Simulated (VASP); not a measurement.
An input for Ansatz (written as the equivalent of a VASP run, and not itself run):

Ansatz 0.2 input:
```yaml
crystal:
  lattice:
    - [4.5771376, 0.0000000, 0.0000000]
    - [0.0000000, 4.5771376, 0.0000000]
    - [0.0000000, 0.0000000, 4.5771376]
  atoms:
    - { symbol: Hf, position: [0.0000000, 0.0000000, 0.0000000] }
    - { symbol: Hf, position: [0.5000000, 0.5000000, 0.0000000] }
    - { symbol: Hf, position: [0.5000000, 0.0000000, 0.5000000] }
    - { symbol: Hf, position: [0.0000000, 0.5000000, 0.5000000] }
    - { symbol: N, position: [0.5000000, 0.5000000, 0.5000000] }
    - { symbol: C, position: [0.0000000, 0.0000000, 0.5000000] }
    - { symbol: C, position: [0.0000000, 0.5000000, 0.0000000] }
    - { symbol: C, position: [0.5000000, 0.0000000, 0.0000000] }
kpoints:
  mp_grid: { grid: [9, 9, 9] }
hamiltonian:
  xc: pbesol
  pseudopotentials: { kind: paw }
scf:
  occupations: { method: tetrahedron }
  max_iter: 100
output: { forces: true, stress: true, eigenvalues: true }
```

Q: Write the VASP files for the same calculation (PBEsol).

A: Several could match; the one computed here: 
File POSCAR:
```
Hf4C3N
1
    4.5771375886     0.0000000000     0.0000000000
    0.0000000000     4.5771375886     0.0000000000
    0.0000000000     0.0000000000     4.5771375886
Hf N C
4 1 3
Direct
  0.0000000000   0.0000000000   0.0000000000
  0.5000000000   0.5000000000   0.0000000000
  0.5000000000   0.0000000000   0.5000000000
  0.0000000000   0.5000000000   0.5000000000
  0.5000000000   0.5000000000   0.5000000000
  0.0000000000   0.0000000000   0.5000000000
  0.0000000000   0.5000000000   0.0000000000
  0.5000000000   0.0000000000   0.0000000000
```

KPOINTS:
```
kpoints
0
Gamma
  9 9 9
```

INCAR:
```
# general
SYSTEM  = Hf4C3N
PREC    = Accurate
ENCUT   = 520
LREAL   = .FALSE.
LASPH   = .TRUE.

# electronic loop
EDIFF   = 1E-7
NELM    = 100
ALGO    = Normal
LMAXMIX = 6

# smearing
ISMEAR  = -5

# functional
GGA     = PS

# ions
ISIF    = 2

# output
LWAVE   = .FALSE.
LCHARG  = .TRUE.
LORBIT  = 11
NEDOS   = 601
```

POTCAR, in this order: Hf_pv N C (PBE.64 set). Program: vasp_std.

Limits of the translation: each code has its own PAW files, so the cut-off isn't converted (ENCUT is set for VASP's; basis.ecutwfc is left out, and Ansatz then takes the one that its files recommend); Ansatz stops its SCF on the density residual and VASP on the energy change (EDIFF).

The structure was generated: Hf4C3N was put into an ordered model structure (Pm-3m), which need not be its known phase. It was relaxed first.
